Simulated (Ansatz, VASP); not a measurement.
# Cross-check of W2CO2 (W2CO2 MXene, 2 layers, AB) between VASP and Ansatz

Aim: how closely do two programs agree when they are given the same cell, functional and k mesh? The structure shown is the start of the Ansatz relaxation below; VASP solves that cell, so the two are compared at the walk's first step.

Calculated with Ansatz 0.2.0; plane waves, with VASP 6.6.1 beside it; single point at PBE with D4.

## Step 1: The starting structure

The cell holds 10 atoms: 4 O, 4 W and 2 C. Its edges and angles: a = 3.125 Å, b = 3.125 Å, c = 55.569 Å, α = 90.0°, β = 90.0°, γ = 120.0°. Vacuum lies along c.

## Step 2: Ansatz: relaxation, PBE with D4

Ansatz runs on its default PAW (the set named soft_2) files.

The two programs are compared at the cell with which this relaxation starts, whose forces are those of its first step.

input.yaml reads:

```yaml
crystal:
  lattice:
    - [3.125408, 0.0, 0.0]
    - [-1.562704, 2.7066827252, 0.0]
    - [0.0, 0.0, 55.5687831629]
  atoms:
    - { symbol: O, position: [0.3333333333, 0.6666666667, 0.3896072357] }
    - { symbol: W, position: [0.6666666667, 0.3333333333, 0.4095643591] }
    - { symbol: C, position: [0.0, 0.0, 0.4317567243] }
    - { symbol: W, position: [0.3333333333, 0.6666666667, 0.4539490895] }
    - { symbol: O, position: [0.6666666667, 0.3333333333, 0.4739062129] }
    - { symbol: O, position: [0.6666666667, 0.3333333333, 0.5260937871] }
    - { symbol: W, position: [0.0, 0.0, 0.5460509105] }
    - { symbol: C, position: [0.3333333333, 0.6666666667, 0.5682432757] }
    - { symbol: W, position: [0.6666666667, 0.3333333333, 0.5904356409] }
    - { symbol: O, position: [0.0, 0.0, 0.6103927643] }
  periodic: [true, true, false]
kpoints:
  mp_grid: { grid: [10, 10, 1] }
hamiltonian:
  xc: pbe
  dispersion: d4
scf:
  occupations: { method: fermi_dirac, width: 0.05 }
  convergence: { dr2_threshold: 1.0e-09 }
relax:
  f_tol: 0.015
  max_steps: 90
  cell: {}
output:
  write_potential: true
  write_density: true
  volumetric_format: npy
```

Command:

```bash
$ ansatz run input.yaml --threads 2 --pin off --max-ram 3072MiB --backend cpu --events-out ev --progress --plain --runs-dir out
```

Numbers of over 12 decimals in the logs are rounded to 6 here.

The log of the run:

```text
Warning: relax.cell: scf.convergence.dr2_threshold = 1e-9 eV is looser than the 2.01654086349e-10 eV advised for a relaxation that steers and ends on the stress (1e-10 eV for each atom of the cell: 10, times the square of relax.cell.stress_2d_tol = 0.05 N/m over 22.3 Å (the atoms' height at the walk's start and 5 Å past either face), 2.245e-2 GPa, over a crystal's default 0.05). What an SCF threshold leaves in a stress goes as its square root, and in the free energy as the threshold itself, and one threshold admits the most on a small cell: [figures from the program's tests cut] Set scf.convergence.dr2_threshold to 2.01654086349e-10 eV or tighter. [rest of the remark cut]
Engine: ansatz 0.2.0, aarch64-unknown-linux-gnu
Pseudopotentials: kind: paw
Pseudopotential: O, paw, valence charge 6, recommended cutoff 420 eV (normal), O.paw.azcp
Pseudopotential: W, paw, valence charge 14, recommended cutoff 420 eV (normal), W.paw.azcp
Pseudopotential: C, paw, valence charge 4, recommended cutoff 420 eV (normal), C.paw.azcp
Functional definition: PBE
  parameter kappa = 0.804
  parameter beta = 0.066725
  exchange = pbe_x(kappa = kappa, mu = beta*pi^2/3)
  correlation = pbe_c(beta = beta)
Crystal: 10 atoms, lattice volume = 470.083 Å³
Basis set: ecut = 420 eV, 9125 PW (Γ), exchange–correlation on 48×48×750 points (8 copies of the dense FFT grid, shifted against one another)
Bands: 54, of which v1, the nominal top of the filled ones, is band 44 counted from 1 (43 counted from 0)
Symmetry: 12 space group operations
Space group: P-3m1 (ITA 164), of the structure as read, at distance tolerance 7.8e-5 Å
k-points: 14 of 100
Non-local potential: O, projectors of the file, l = 0: 2, l = 1: 2, l = 2: 1
Non-local potential: W, projectors of the file, l = 0: 3, l = 1: 2, l = 2: 2, l = 3: 1
Non-local potential: C, projectors of the file, l = 0: 2, l = 1: 2, l = 2: 1
PAW form: soft (Blöchl's): semilocal exchange-correlation on the pseudo side does not see the compensation charge
PAW one-centre angular grid: O, 110 points (default); XC on 64 Gauss nodes
PAW one-centre angular grid: W, 590 points (default); XC on 64 Gauss nodes
PAW one-centre angular grid: C, 110 points (default); XC on 64 Gauss nodes
Initial density: superposition of atomic densities (neutral atoms: chi_scale 0, normalization atom), corrected by the library's trained network
Initial wavefunctions: pseudopotential atomic-orbital guess
Functional: x = pbe(κ = 0.804, μ = 0.219515), c = pbe(β = 0.066725)
SCF iter   1: F=—  HF=-44311.498984 eV  |F-HF|=—  |Δ(HF+E_count)|=         —  Δρ=5.33e-3  dr2=2.27e-1  ethr=1.77e-3  ⟨swp⟩=13.5  Hψ=5225  notcnv=0
preconditioner: auto → LDOS  [metal: Δε(μ)=0.070 eV  Ē_g=9.030 eV  σ=0.050 eV  W_gap=0.34  n_scr=36 (ndim 8)  ℏωp=12.8 eV  f_vac=0.736  D(μ)=6.69/eV (n_scr^D=28)  β→1.0]
SCF iter   2: F=—  HF=-44311.475507 eV  |F-HF|=—  |Δ(HF+E_count)|=   2.35e-2  Δρ=2.87e-3  dr2=3.05e-2  ethr=2.58e-4  ⟨swp⟩=3.6  Hψ=1947  notcnv=0  defer=10
SCF iter   3: F=—  HF=-44311.470882 eV  |F-HF|=—  |Δ(HF+E_count)|=   4.62e-3  Δρ=9.00e-4  dr2=3.80e-3  ethr=3.47e-5  ⟨swp⟩=3.6  Hψ=2056  notcnv=0  defer=10
SCF iter   4: F=—  HF=-44311.470294 eV  |F-HF|=—  |Δ(HF+E_count)|=   5.88e-4  Δρ=1.65e-4  dr2=2.29e-4  ethr=4.31e-6  ⟨swp⟩=3.3  Hψ=1544  notcnv=0  defer=10
SCF iter   5: F=—  HF=-44311.470298 eV  |F-HF|=—  |Δ(HF+E_count)|=   3.33e-6  Δρ=4.73e-5  dr2=1.26e-5  ethr=2.60e-7  ⟨swp⟩=3.5  Hψ=1843  notcnv=0  defer=10
SCF iter   6: F=—  HF=-44311.470423 eV  |F-HF|=—  |Δ(HF+E_count)|=   1.25e-4  Δρ=1.34e-5  dr2=1.08e-6  ethr=1.43e-8  ⟨swp⟩=3.3  Hψ=1706  notcnv=0  defer=10
SCF iter   7: F=—  HF=-44311.469992 eV  |F-HF|=—  |Δ(HF+E_count)|=   4.31e-4  Δρ=4.23e-6  dr2=1.32e-7  ethr=1.23e-9  ⟨swp⟩=3.4  Hψ=1866  notcnv=0  defer=10
SCF iter   8: F=—  HF=-44311.469992 eV  |F-HF|=—  |Δ(HF+E_count)|=   8.11e-8  Δρ=1.31e-6  dr2=1.17e-8  ethr=1.50e-10  ⟨swp⟩=3.6  Hψ=1709  notcnv=0  defer=10
SCF iter   9: F=—  HF=-44311.469992 eV  |F-HF|=—  |Δ(HF+E_count)|=   6.78e-8  Δρ=4.84e-7  dr2=1.01e-9  ethr=1.33e-11  ⟨swp⟩=3.8  Hψ=1956  notcnv=0  defer=10
SCF iter  10: F=-44311.469992 eV  HF=-44311.469992 eV  |F-HF|=1.02e-10  |Δ(HF+E_count)|=  3.86e-10  Δρ=9.50e-8  dr2=7.33e-11  ethr=1.14e-12  ⟨swp⟩=14.1  Hψ=7198  notcnv=0
SCF 1 converged in 10 iterations: F = -44311.469992 eV  dr2 = 7.33e-11
[...]
SCF iter   3: F=—  HF=-44312.492467 eV  |F-HF|=—  |Δ(HF+E_count)|=   1.54e-8  Δρ=1.12e-6  dr2=3.75e-9  ethr=1.88e-11  ⟨swp⟩=2.9  Hψ=1300  notcnv=0
SCF iter   4: F=—  HF=-44312.492467 eV  |F-HF|=—  |Δ(HF+E_count)|=   5.73e-9  Δρ=7.13e-7  dr2=1.67e-9  ethr=4.26e-12  ⟨swp⟩=3.1  Hψ=1441  notcnv=0
SCF iter   5: F=-44312.492467 eV  HF=-44312.492467 eV  |F-HF|=5.82e-11  |Δ(HF+E_count)|=   2.52e-9  Δρ=7.50e-8  dr2=1.84e-11  ethr=1.14e-12  ⟨swp⟩=20.3  Hψ=8009  notcnv=0
SCF 9 converged in 5 iterations: F = -44312.492467 eV  dr2 = 1.84e-11
relax step   9: F+E_penalty+E_count = -44312.49246684 eV  Δ(F+E_penalty+E_count) = +1.110e-4 eV  max|allowed force component| = 5.916e-4 eV/Å  Δτ_max = 0.0000 Å  P = -0.007 N/m  Ω = 459.772 Å³  fix = [c, alpha, beta]  reactions: c -0.000 N/m  stress off target by 6.73e-3 N/m on what of the cell is left free  SCF on the basis re-selected at this cell (its energy is not comparable with the rows above)  (5 SCF iters)
basis re-selected at this cell: Δ(F+E_penalty+E_count) = +1.110e-4 eV, ΔP = -0.002 N/m vs the last step (what re-selecting the basis moved, of the pressure what is left beyond the Pulay correction that the steps carried, after the strain that the cell walked since its last selection, with what the two solves' SCF thresholds leave and, on support functions, any second-order correction that the steps lacked; it is no m [...]
WARN: The output density's exchange-correlation potential varies sharply where the density is thin. Do not read a vacuum level from v_tot or v_xc, or from such a field of the output density. On a cell that repeats whose density bears no net charge and no dipole along the vacuum's axis use v_es (v_loc + v_h of the components); under efield.dipole_correction with no amplitude use v_es + v_field, which holds any externa [...]
SCF converged after 5 iterations
Free energy (F): -44312.492467 eV
Harris-Foulkes:  -44312.492467 eV  (|F-HF|=5.82e-11)
Internal energy: -44312.459904 eV  (E = F + TS)
E sigma→0 (E₀):  -44312.476186 eV
Entropy (-TS):   -0.032563 eV (-3.256 meV/atom)
Fermi energy:    -5.860610 eV
--- Per-component energies (eV) ---
  E_band       = -2513.005852
  E_kinetic    = 2688.271589
  E_local      = -791817.117063  (includes V_loc(G=0)·N_el)
  E_nonlocal   = 243.859010
  E_hartree    = 394239.641463
  E_xc         = -1461.424018
  E_vxc        = -1453.973442  (∫ρ·V_xc dr)
  E_paw        = -35078.226881  (= ΣΔE_a)
  E_vpaw       = -653.338089  (= ΣTr[D̂ρ^β])
  E_aug_tail   = 0.009410  (compensation charges beyond the density's cutoff)
  E_ewald      = 386875.497641
  E_disp       = -2.971054  (pairwise vdW)
  E_smearing   = -0.032563  (= −TS)
  E_closure    = 0.000000  (closes the sum)
  Σ components = -44312.492467   (vs F -44312.492467, Δ=0.00e0)
--- Forces (eV/Å), atoms counted from 1 ---
  atom   1  O      0.00000000     0.00000000     0.00051809
  atom   2  W     -0.00000000    -0.00000000    -0.00059163
  atom   3  C      0.00000000     0.00000000     0.00056345
  atom   4  W      0.00000000     0.00000000    -0.00023163
  atom   5  O     -0.00000000    -0.00000000     0.00015134
  atom   6  O      0.00000000     0.00000000    -0.00015134
  atom   7  W     -0.00000000    -0.00000000     0.00023163
  atom   8  C     -0.00000000    -0.00000000    -0.00056345
  atom   9  W      0.00000000     0.00000000     0.00059163
  atom  10  O     -0.00000000    -0.00000000    -0.00051809
  max |Σ_I F_I| component: 1.62e-17 eV/Å
--- 2D stress c σ (N/m, compression-positive) ---
       -0.006732       0.000000       0.000000
        0.000000      -0.006732       0.000000
        0.000000       0.000000      -0.000000
  P = ½ c Tr σ = -0.0067 N/m
--- Band table (eV; the first three rows and the last of 14) ---
  k-point 0: bands = [... 40 lower, -8.4616, -8.4616, -8.4606, -8.4606, -6.7513, -6.6428, -5.2140, -5.2140, ... 6 higher]
  k-point 1: bands = [... 40 lower, -8.0874, -8.0329, -7.6646, -7.6523, -6.5797, -6.4812, -5.0856, -5.0696, ... 6 higher]
  k-point 2: bands = [... 40 lower, -8.2800, -8.1400, -6.9463, -6.9356, -5.9831, -5.8915, -4.9104, -4.8808, ... 6 higher]
  k-point 13: bands = [... 40 lower, -6.8927, -6.8645, -6.6455, -6.5673, -5.9214, -5.9172, -4.1061, -4.0619, ... 6 higher]
  the weakly bound empty levels are not read free of the cell's end (no_gap_told)
--- Relaxed structure (7 steps of the walk, 7 accepted, 2 SCFs on fresh bases) ---
  F+E_penalty+E_count = -44312.49246684 eV   max|allowed force component| = 5.916e-4 eV/Å   (the final SCF, on the basis selected at the relaxed cell)
  cell:  # Å, volume = 459.7722 Å³
    - [3.090940, 0, 0]
    - [-1.545470, 2.676833, 0]
    - [0, 0, 55.5687831629]
  atoms:
    - { symbol: O, position: [0.333333, 0.666667, 0.392926] }
    - { symbol: W, position: [0.666667, 0.333333, 0.413443] }
    - { symbol: C, position: [5.921189466277702e-18, 1.1102230246493907e-17, 0.433370] }
    - { symbol: W, position: [0.333333, 0.666667, 0.453304] }
    - { symbol: O, position: [0.666667, 0.333333, 0.473759] }
    - { symbol: O, position: [0.666667, 0.333333, 0.526241] }
    - { symbol: W, position: [5.92118946627771e-18, 1.1102230246493905e-17, 0.546696] }
    - { symbol: C, position: [0.333333, 0.666667, 0.566630] }
    - { symbol: W, position: [0.666667, 0.333333, 0.586557] }
    - { symbol: O, position: [5.9211894662777e-18, 1.1102230246493905e-17, 0.607074] }
```

(Continued in part 2 of 2.)

[Lines on the potential files, build, host, timing and source positions are cut from VASP's logs without a mark.]

[Logs are printed without paths, hosts, clocks, repeated set-up lines and the standing remarks that a program may print on its own settings, such as how far it seeks lower states.]

[Hosts, paths, dates, database ids (printed as entryN), source tags and the programs' standing remarks are cut or masked in the printed files.]
